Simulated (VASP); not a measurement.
Crystal: Tl2Ge3.

```
CELL_PARAMETERS angstrom
3.93677 0.00000 0.00000
-1.96839 3.40934 0.00000
0.00000 0.00000 9.39173
ATOMIC_POSITIONS crystal
Tl 0.00000 0.00000 0.14536
Tl 0.00000 0.00000 0.85464
Ge 0.33333 0.66667 0.50000
Ge 0.66667 0.33333 0.50000
Ge 0.00000 0.00000 0.50000
```

The cell was built by a generator and needn't be a form met in nature.

| Item | Value |
| --- | --- |
| Program | VASP 6.6.1 |
| Task | relaxation of cell and atoms |
| Functional | PBE |
| Potentials or basis | VASP PAW PBE potentials, release 64 (Tl_d, Ge_d) |
| Cutoff | 600 eV |
| k mesh | 8 × 8 × 3 |
| Occupations | gaussian, width 0.05 eV |
| Spin | no spin polarisation |

At the start: pressure 29.9 GPa; volume 25.21 Å³/atom.

**Question.** How do energy, volume and symmetry change on relaxing?

**Answer.** Over 30 steps the energy falls by 1176.2 meV/atom and the volume is 37.13 Å³/atom (+47.3 %); space group P6/mmm (No. 191, to 0.05 Å).

Step by step:
| step | energy change (eV) | largest force (eV/Å) | pressure (GPa) | volume (Å³) |
| --- | --- | --- | --- | --- |
| 1 | 0.0000 | 1.6311 | 29.86 | 126.05 |
| 2 | -4.7697 | 1.2588 | -3.46 | 228.05 |
| 3 | -5.4127 | 1.2984 | 0.11 | 184.54 |
| 4 | -5.4167 | 1.2690 | -0.78 | 189.85 |
| 5 | -5.4200 | 1.2809 | -0.41 | 187.53 |
| 6 | -5.5576 | 0.9621 | -0.52 | 186.09 |
| 7 | -5.8189 | 0.4396 | -0.07 | 181.81 |
| 8 | -5.2949 | 2.0461 | 3.71 | 173.25 |
| 9 | -5.8530 | 0.2699 | 0.20 | 180.43 |
| 10 | -5.8624 | 0.0531 | 0.65 | 178.93 |
| 11 | -5.8648 | 0.0549 | 0.50 | 179.40 |
| 12 | -5.8738 | 0.0946 | -0.14 | 184.45 |
| 13 | -5.8738 | 0.0954 | -0.16 | 184.38 |
| 14 | -5.8783 | 0.1031 | -0.14 | 185.50 |
| 15 | -5.8784 | 0.1046 | -0.12 | 185.63 |
| 16 | -5.8804 | 0.0303 | 0.06 | 184.55 |
| 17 | -5.8803 | 0.0172 | 0.11 | 184.37 |
| 18 | -5.8804 | 0.0230 | 0.13 | 184.43 |
| 19 | -5.8808 | 0.0099 | 0.00 | 185.38 |
| 20 | -5.8808 | 0.0015 | 0.01 | 185.15 |
| 21 | -5.8808 | 0.0012 | 0.04 | 185.08 |
| 22 | -5.8808 | 0.0011 | 0.05 | 185.11 |
| 23 | -5.8808 | 0.0020 | 0.04 | 185.13 |
| 24 | -5.8810 | 0.0147 | -0.03 | 185.69 |
| 25 | -5.8810 | 0.0138 | -0.01 | 185.64 |
| 26 | -5.8810 | 0.0137 | -0.01 | 185.66 |
| 27 | -5.8810 | 0.0142 | -0.02 | 185.68 |
| 28 | -5.8810 | 0.0106 | 0.01 | 185.60 |
| 29 | -5.8810 | 0.0104 | 0.02 | 185.59 |
| 30 | -5.8811 | 0.0059 | 0.02 | 185.65 |

Final structure:
```xyz
5
Lattice="4.7692 0.0000 0.0000 -2.3846 4.1302 0.0000 0.0000 0.0000 9.4252" Properties=species:S:1:pos:R:3 pbc="T T T"
Tl    0.0000    0.0000    1.7918
Tl   -2.3846    4.1302    7.6334
Ge    0.0000    2.7535    4.7126
Ge    2.3846    1.3767    4.7126
Ge    2.3846    4.1302    4.7126
```

Caveat: the volume moved by over 15 % at a fixed basis, so the end points are rough.
